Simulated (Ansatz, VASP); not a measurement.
# W5S (S/W(100)): VASP beside Ansatz, part 2 of 2

One calculation is typed for both programs; each brings its own data sets. How far apart do they land? Of the first pair: The structure shown is the start of the Ansatz relaxation below; VASP solves that cell, so the two are compared at the walk's first step.

VASP 6.6.1 and Ansatz 0.2.0.

So far: The starting structure; Ansatz: relaxation, PBE.

## Step 3: VASP: single point, PBE, start cell, pair 1

Level of this step: PBE, no spin polarisation; plane waves and PAW (W, S) (VASP).

The same cell, functional, mesh and smearing now go to VASP, with its own data sets.

Lines of VASP's logs that name or quote its potential files are left out, and so is its time.

INCAR reads:

```
SYSTEM = W5S
PREC = Accurate
ENCUT = 520
EDIFF = 1E-06
NELM = 120
ISMEAR = -1
SIGMA = 0.1
LREAL = .FALSE.
ALGO = Normal
GGA = PE
NBANDS = 24
LASPH = .TRUE.
LORBIT = 11
LWAVE = .FALSE.
LCHARG = .FALSE.
ISIF = 2
LDIPOL = .TRUE.
IDIPOL = 3
DIPOL = 0.5 0.5 0.501
LVHAR = .TRUE.
GGA_COMPAT = .FALSE.
NELMDL = -8
KPAR = 2
```

POSCAR reads:

```
W5S
1.0
    3.1600000000      0.0000000000      0.0000000000
    0.0000000000      3.1600000000      0.0000000000
    0.0000000000      0.0000000000     25.8374062484
W S
5 1
Direct
    0.0000000000      0.0000000000      0.3483321783
    0.5000000000      0.5000000000      0.4094838274
    0.0000000000      0.0000000000      0.4706033138
    0.5000000000      0.5000000000      0.5342558718
    0.0000000000      0.0000000000      0.5896182401
    0.5000000000      0.5000000000      0.6516678121
```

KPOINTS reads:

```
Automatic mesh
0
Gamma
12 12 1
0 0 0
```

The projector-augmented-wave data sets are W and S (PBE family, release 64).

The run is started by

```bash
$ mpirun -np 2 vasp_std
```

Numbers of over 12 decimals in the logs are rounded to 6 here.

Output:

```text
[banner, memory and clock lines left out]
running    2 mpi-ranks, on    1 nodes
 distrk:  each k-point on    1 cores,    2 groups
 distr:  one band on    1 cores,    1 groups

 POSCAR found type information on POSCAR W S
 POSCAR found :  2 types and       6 ions
 LDA part: xc-table for (Slater+PW92), standard interpolation
 POSCAR, INCAR and KPOINTS ok, starting setup
 FFT: planning ... GRIDC
 FFT: planning ... GRID_SOFT
 FFT: planning ... GRID
 WAVECAR not read
 entering main loop
       N       E                     dE             d eps       ncg     rms          rms(c)
DAV:   1     0.203671307062E+03    0.20367E+03   -0.13573E+04  1344   0.118E+03
DAV:   2    -0.458011545819E+02   -0.24947E+03   -0.23939E+03  2008   0.254E+02
DAV:   3    -0.692229865353E+02   -0.23422E+02   -0.22745E+02  1688   0.770E+01
DAV:   4    -0.705188138053E+02   -0.12958E+01   -0.12713E+01  2112   0.170E+01
DAV:   5    -0.705719710352E+02   -0.53157E-01   -0.52429E-01  2120   0.330E+00
DAV:   6    -0.705737217062E+02   -0.17507E-02   -0.17455E-02  2192   0.459E-01
DAV:   7    -0.705738312353E+02   -0.10953E-03   -0.10934E-03  2128   0.846E-02
DAV:   8    -0.705738359643E+02   -0.47291E-05   -0.47278E-05  2056   0.154E-02    0.426E+01
DAV:   9    -0.762949748435E+02   -0.57211E+01   -0.92850E+01  2184   0.280E+01    0.251E+01
DAV:  10    -0.216354139748E+03   -0.14006E+03   -0.18829E+03  2640   0.153E+02    0.457E+01
DAV:  11    -0.903615680243E+02    0.12599E+03   -0.62198E+02  2296   0.881E+01    0.197E+01
DAV:  12    -0.727437599134E+02    0.17618E+02   -0.14406E+02  2184   0.554E+01    0.130E+01
DAV:  13    -0.669947123828E+02    0.57490E+01   -0.30624E+01  2080   0.231E+01    0.644E+00
DAV:  14    -0.665805017358E+02    0.41421E+00   -0.37951E+00  2128   0.849E+00    0.474E+00
[...]
DAV:  31    -0.660502636560E+02   -0.83468E-05   -0.39863E-06  1512   0.598E-03    0.192E-03
DAV:  32    -0.660502721854E+02   -0.85294E-05   -0.14844E-06  1144   0.453E-03    0.287E-03
DAV:  33    -0.660502755403E+02   -0.33549E-05   -0.55582E-07  1080   0.222E-03    0.190E-03
DAV:  34    -0.660502787559E+02   -0.32156E-05   -0.89777E-07  1088   0.242E-03    0.162E-03
DAV:  35    -0.660502829038E+02   -0.41479E-05   -0.38580E-07   936   0.222E-03    0.132E-03
DAV:  36    -0.660502845301E+02   -0.16263E-05   -0.12599E-07   832   0.165E-03    0.976E-04
DAV:  37    -0.660502863420E+02   -0.18119E-05   -0.18014E-07   888   0.148E-03    0.113E-03
DAV:  38    -0.660502873245E+02   -0.98247E-06   -0.77015E-08   808   0.125E-03
   1 F= -.66050287E+02 E0= -.65968068E+02  d E =-.164440E+00
```

Parts of OUTCAR (step 3):

```text
ion  position               nearest neighbor table
   1  0.000  0.000  0.348-   2 2.74   2 2.74   2 2.74   2 2.74   3 3.16
   2  0.500  0.500  0.409-   3 2.74   3 2.74   3 2.74   3 2.74   1 2.74   1 2.74   1 2.74   1 2.74
                             4 3.22
   3  0.000  0.000  0.471-   2 2.74   2 2.74   2 2.74   2 2.74   4 2.77   4 2.77   4 2.77   4 2.77
                             5 3.08   1 3.16
   4  0.500  0.500  0.534-   5 2.65   5 2.65   5 2.65   5 2.65   3 2.77   3 2.77   3 2.77   3 2.77
                             6 3.03   2 3.22
   5  0.000  0.000  0.590-   4 2.65   4 2.65   4 2.65   4 2.65   6 2.75   6 2.75   6 2.75   6 2.75
                             3 3.08
   6  0.500  0.500  0.652-   5 2.75   5 2.75   5 2.75   5 2.75   4 3.03

  LATTYP: Found a simple tetragonal cell.
 ALAT       =     3.1600000000
 C/A-ratio  =     8.1763943824

 Subroutine GETGRP returns: Found  8 space group operations
 (whereof  8 operations were pure point group operations)

The static configuration has the point symmetry C_4v.

 Found     28 irreducible k-points:

   k-points           NKPTS =     28   k-points in BZ     NKDIM =     28   number of bands    NBANDS=     24

   dimension x,y,z NGX =    24 NGY =   24 NGZ =  192
   dimension x,y,z NGXF=    48 NGYF=   48 NGZF=  384

   ENCUT  =  520.0 eV  38.22 Ry    6.18 a.u.   5.88  5.88 48.04*2*pi/ulx,y,z

   NELECT =      36.0000    total number of electrons

 k-points in reciprocal lattice and weights: Automatic mesh
   0.00000000  0.00000000  0.00000000       0.007
   0.08333333  0.00000000  0.00000000       0.028
   0.16666667  0.00000000  0.00000000       0.028
   0.25000000  0.00000000  0.00000000       0.028
   0.33333333  0.00000000  0.00000000       0.028
   0.41666667  0.00000000  0.00000000       0.028
   0.50000000  0.00000000  0.00000000       0.014
   0.08333333  0.08333333  0.00000000       0.028
   0.16666667  0.08333333  0.00000000       0.056
[...]
0.50000000  0.41666667  0.00000000       0.028
   0.50000000  0.50000000  0.00000000       0.007

 dipolmoment           0.000000      0.000000      0.039121 electrons x Angstroem

 average (electrostatic) potential at core
       1 -45.6907       2 -45.5745       3 -45.8197       4 -45.6208       5 -46.0649
       6 -92.3542

 E-fermi :  -0.0024

 k-point     1 :       0.0000    0.0000    0.0000
  band No.  band energies     occupation
    ...
     16      -0.6752      1.99761
     17      -0.6752      1.99761
     18      -0.3650      1.94810
     19      -0.2588      1.85702
     20      -0.1224      1.53685
     21       0.3125      0.08226
     22       0.3125      0.08226
     23       1.4030      0.00000
     24       1.6153      0.00000

 k-point     2 :       0.0833    0.0000    0.0000
  band No.  band energies     occupation
    ...
     16      -0.7592      1.99897
     17      -0.5763      1.99358
     18      -0.3998      1.96307
     19      -0.1764      1.70127
     20      -0.0906      1.41428
     21       0.4589      0.01964
     22       0.4761      0.01656
     23       1.3582      0.00000
     24       1.4391      0.00000

 k-point     3 :       0.1667    0.0000    0.0000
  band No.  band energies     occupation
    ...
     15      -0.9980      1.99991
     16      -0.9287      1.99981
     17      -0.7733      1.99910
     18      -0.3477      1.93861
     19      -0.3082      1.91024
     20       0.3098      0.08441
     21       0.7202      0.00145
     22       0.9391      0.00016
     23       1.0777      0.00004
     24       1.3810      0.00000

  Total       -4.5949749     -4.5949749     -5.2997572      0.0000000     -0.0000000      0.0000000
  in kB      -28.5345247    -28.5345247    -32.9111819      0.0000000     -0.0000000      0.0000000
  external PRESSURE =     -29.9934104 kB  Pullay stress =       0.0000000 kB

  energy-cutoff  :      520.00
  volume of cell :      258.00
      direct lattice vectors                 reciprocal lattice vectors
     3.160000000  0.000000000  0.000000000     0.316455696  0.000000000  0.000000000
     0.000000000  3.160000000  0.000000000     0.000000000  0.316455696  0.000000000
     0.000000000  0.000000000 25.837406248     0.000000000  0.000000000  0.038703575

 POSITION                                       TOTAL-FORCE (eV/Angst)
 -----------------------------------------------------------------------------------
      0.00000      0.00000      9.00000         0.000000      0.000000      1.481022
      1.58000      1.58000     10.58000        -0.000000      0.000000     -1.236476
      0.00000      0.00000     12.15917        -0.000000      0.000000      0.314430
      1.58000      1.58000     13.80379        -0.000000      0.000000     -1.627497
      0.00000      0.00000     15.23421        -0.000000      0.000000      3.024480
      1.58000      1.58000     16.83741        -0.000000     -0.000000     -1.955958
 -----------------------------------------------------------------------------------
    total drift:                                0.000000     -0.000000      0.000071

  FREE ENERGIE OF THE ION-ELECTRON SYSTEM (eV)
  ---------------------------------------------------
  free  energy   TOTEN  =       -66.0502873245 eV

  energy  without entropy=      -65.8858477511  energy(sigma->0) =      -65.96806754

 vacuum level on the upper side and lower side of the slab         5.014         4.305

 total charge
# of ion       s       p       d       tot
------------------------------------------
    1        0.633   0.392   3.977   5.002
    2        0.683   0.687   4.158   5.528
    3        0.672   0.693   4.136   5.500
    4        0.694   0.701   4.261   5.656
    5        0.610   0.585   4.131   5.326
    6        1.380   2.203   0.000   3.583
--------------------------------------------------
tot          4.673   5.260  20.663  30.596

[... 3 further parts left out ...]
```

This run has no spin polarisation, so a moment on W, if there is one, isn't seen. The data set W keeps the semicore shell frozen, which is cheaper and a little less accurate.

## Step 4: Side by side

Known differences besides the potentials themselves: the data sets hold 76 valence electrons in Ansatz (on its default PAW (the set named soft_2) files) and 36 in VASP; the cutoff is 420 eV in Ansatz and 520 eV in VASP. Total energies have different zeros and are not compared.

Forces (eV/Å; atoms numbered as in POSCAR):

| atom | Ansatz x, y, z | VASP x, y, z |
| --- | --- | --- |
| W1 | 0.000, 0.000, 1.246 | 0.000, 0.000, 1.481 |
| W2 | 0.000, 0.000, -1.220 | 0.000, 0.000, -1.236 |
| W3 | 0.000, 0.000, 0.356 | 0.000, 0.000, 0.314 |
| W4 | 0.000, 0.000, -1.739 | 0.000, 0.000, -1.627 |
| W5 | 0.000, 0.000, 3.258 | 0.000, 0.000, 3.024 |
| S6 | 0.000, 0.000, -1.900 | 0.000, 0.000, -1.956 |

The forces differ by 84 meV/Å r.m.s., which is 8.1 % of the r.m.s. force of 1.039 eV/Å (both taken over all components). With vacuum in the cell, a pressure given here is an average over mostly empty space and none of the material.

## Step 5: What the set-up changes

Further runs change the set-up of one program: Ansatz's method, potentials or start, or VASP's data sets, cutoff or form of LDA. The table gives that difference for each run.

| run | r.m.s. force difference (meV/Å) |
| --- | --- |
| as above | 84 |
| VASP with the data sets W_sv and S and a cutoff of 400 eV | 13 |

## Step 6: Ansatz: relaxation, PBE

This run makes the geometry at which the two programs are then compared.

The structure compared here is the end of the Ansatz relaxation.

input.yaml reads:

```yaml
crystal:
  lattice:
    - [3.16, 0.0, 0.0]
    - [0.0, 3.16, 0.0]
    - [0.0, 0.0, 25.8374062484]
  atoms:
    - { symbol: W, position: [0.0, 0.0, 0.3483321783] }
    - { symbol: W, position: [0.5, 0.5, 0.4094838273] }
    - { symbol: W, position: [0.0, 0.0, 0.470603297] }
    - { symbol: W, position: [0.5, 0.5, 0.534255869] }
    - { symbol: W, position: [0.0, 0.0, 0.5896182525] }
    - { symbol: S, position: [0.5, 0.5, 0.6516678217] }
kpoints:
  mp_grid: { grid: [12, 12, 1] }
hamiltonian:
  xc: pbe
scf:
  occupations: { method: fermi_dirac, width: 0.1 }
  convergence: { dr2_threshold: 1.0e-08 }
efield:
  axis: 3
  dipole_correction: true
  ramp_position: 0.97
  ramp_width: 0.06
relax:
  f_tol: 0.02
  max_steps: 60
  constraints: [{ sites: [0, 1] }]
output:
  write_potential: true
  write_density: true
  volumetric_format: npy
```

The run is started by

```bash
$ ansatz run input.yaml --threads 4 --pin off --max-ram 6144MiB --backend cpu --events-out ev --progress --plain --runs-dir out
```

Output:

```text
[...]
Crystal: 6 atoms, lattice volume = 258.002 Å³
Basis set: ecut = 420 eV, 5063 PW (Γ), exchange–correlation on 48×48×360 points (8 copies of the dense FFT grid, shifted against one another)
Bands: 46, of which v1, the nominal top of the filled ones, is band 38 counted from 1 (37 counted from 0)
Symmetry: 8 space group operations
[...]
atoms:
    - { symbol: W, position: [0.0, 0.0, 0.3483321783] }
    - { symbol: W, position: [0.500000, 0.500000, 0.409484] }
    - { symbol: W, position: [1.9376552655374652e-18, 0, 0.471823] }
    - { symbol: W, position: [0.500000, 0.500000, 0.530944] }
    - { symbol: W, position: [1.1764207029866939e-17, 0, 0.597024] }
    - { symbol: S, position: [0.500000, 0.500000, 0.642342] }
[key lines of the parts left out:]
SCF converged after 6 iterations
Free energy (F): -52823.642202 eV
Fermi energy:    4.849771 eV
Dipole field:    D = -0.012369 V/Å  (p = -0.017637 e·Å, saw-weighted, corrected)
Work function:   Φ+ = 4.5374 eV   Φ− = 4.2178 eV
```

## Step 7: VASP: single point, PBE, relaxed cell, pair 2

The same cell, functional, mesh and smearing now go to VASP, with its own data sets.

INCAR is that of step 3.

POSCAR reads:

```
W5S
1.0
    3.1600000000      0.0000000000      0.0000000000
    0.0000000000      3.1600000000      0.0000000000
    0.0000000000      0.0000000000     25.8374062484
W S
5 1
Direct
    0.0000000000      0.0000000000      0.3483321783
    0.5000000000      0.5000000000      0.4094838273
    0.0000000000      0.0000000000      0.4718230346
    0.5000000000      0.5000000000      0.5309435785
    0.0000000000      0.0000000000      0.5970237212
    0.5000000000      0.5000000000      0.6423420683
```

KPOINTS is that of step 3.

The run is started by

```bash
$ mpirun -np 2 vasp_std
```

Output:

```text
[... set-up lines as in an earlier step ...]
 entering main loop
       N       E                     dE             d eps       ncg     rms          rms(c)
DAV:   1     0.206424518669E+03    0.20642E+03   -0.13588E+04  1344   0.118E+03
DAV:   2    -0.469829830638E+02   -0.25341E+03   -0.24333E+03  2032   0.256E+02
DAV:   3    -0.700185598746E+02   -0.23036E+02   -0.22474E+02  1712   0.775E+01
DAV:   4    -0.712712150133E+02   -0.12527E+01   -0.12173E+01  2096   0.164E+01
[...]
DAV:  32    -0.666452616824E+02   -0.48564E-05   -0.11235E-06  1168   0.503E-03    0.568E-03
DAV:  33    -0.666452640580E+02   -0.23755E-05   -0.86716E-07  1160   0.497E-03    0.267E-03
DAV:  34    -0.666452645570E+02   -0.49904E-06   -0.32995E-07  1032   0.383E-03
   1 F= -.66645265E+02 E0= -.66563588E+02  d E =-.163352E+00
```

Parts of OUTCAR (step 7):

```text
  Total       -5.3803734     -5.3803734     -3.8337811      0.0000000      0.0000000      0.0000000
  in kB      -33.4118039    -33.4118039    -23.8075558      0.0000000      0.0000000      0.0000000
  external PRESSURE =     -30.2103879 kB  Pullay stress =       0.0000000 kB

 POSITION                                       TOTAL-FORCE (eV/Angst)
 -----------------------------------------------------------------------------------
      0.00000      0.00000      9.00000         0.000000      0.000000      1.747168
      1.58000      1.58000     10.58000         0.000000     -0.000000     -1.554468
      0.00000      0.00000     12.19068         0.000000      0.000000      0.050670
      1.58000      1.58000     13.71820         0.000000     -0.000000     -0.080895
      0.00000      0.00000     15.42554         0.000000      0.000000     -0.107193
      1.58000      1.58000     16.59645         0.000000      0.000000     -0.055282
 -----------------------------------------------------------------------------------
    total drift:                                0.000000     -0.000000     -0.000182

  FREE ENERGIE OF THE ION-ELECTRON SYSTEM (eV)
  ---------------------------------------------------
  free  energy   TOTEN  =       -66.6452645570 eV

  energy  without entropy=      -66.4819124190  energy(sigma->0) =      -66.56358849

[... 2 parts as in an earlier step ...]

[... 1 further part left out ...]
[key lines of the parts left out:]
E-fermi :   0.1936
```

## Step 8: Differences

What differs besides the data sets and the points named for the pairs above, as far as they apply: the data sets hold 76 valence electrons in Ansatz (on its default PAW (the set named soft_2) files) and 36 in VASP. Total energies have different zeros and are not compared.

The two programs side by side:

| quantity | Ansatz | VASP | difference |
| --- | --- | --- | --- |
| work function, lower of the two faces (eV) | 4.22 | 4.24 | -0.02 |
| work function, higher of the two faces (eV) | 4.54 | 4.53 | +0.01 |

Forces (eV/Å; atoms numbered as in POSCAR):

| atom | Ansatz x, y, z | VASP x, y, z |
| --- | --- | --- |
| W1 | 0.000, 0.000, 1.514 | 0.000, 0.000, 1.747 |
| W2 | 0.000, 0.000, -1.519 | 0.000, 0.000, -1.554 |
| W3 | 0.000, 0.000, 0.003 | 0.000, 0.000, 0.051 |
| W4 | 0.000, 0.000, 0.003 | 0.000, 0.000, -0.081 |
| W5 | 0.000, 0.000, -0.004 | 0.000, 0.000, -0.107 |
| S6 | 0.000, 0.000, 0.002 | 0.000, 0.000, -0.055 |

The forces differ by 66 meV/Å r.m.s., which is 12.0 % of the r.m.s. force of 0.552 eV/Å (both taken over all components). With vacuum in the cell, a pressure given here is an average over mostly empty space and none of the material.

## Step 9: Results

| Property | Result |
| --- | --- |
| r.m.s. force difference (single point, PBE, start cell, pair 1) | 8.1 % of the r.m.s. force |
| r.m.s. force difference (single point, PBE, relaxed cell, pair 2) | 12 % of the r.m.s. force |

In words: The r.m.s. force difference is 12 % of the r.m.s. force (single point, PBE, relaxed cell, pair 2), beyond the 3 % picked in this series as the mark of a large difference. The data sets hold unlike numbers of valence electrons (76 in Ansatz and 36 in VASP), so part of the differences comes from the potentials. Single point, PBE, start cell, pair 1, VASP with the data sets W_sv and S and a cutoff of 400 eV: r.m.s. force difference goes from 84 to 13 meV/Å. What causes the difference of the single point, PBE, relaxed cell, pair 2 pair stays open here. Such differences can come from data sets, numerical settings and the points named under the comparisons, not from the functional's error against experiment.

[Lines on the potential files, build, host, timing and source positions are cut from VASP's logs without a mark.]

[Logs are printed without paths, hosts, clocks, repeated set-up lines and the standing remarks that a program may print on its own settings, such as how far it seeks lower states.]

[Hosts, paths, dates, database ids (printed as entryN), source tags and the programs' standing remarks are cut or masked in the printed files.]
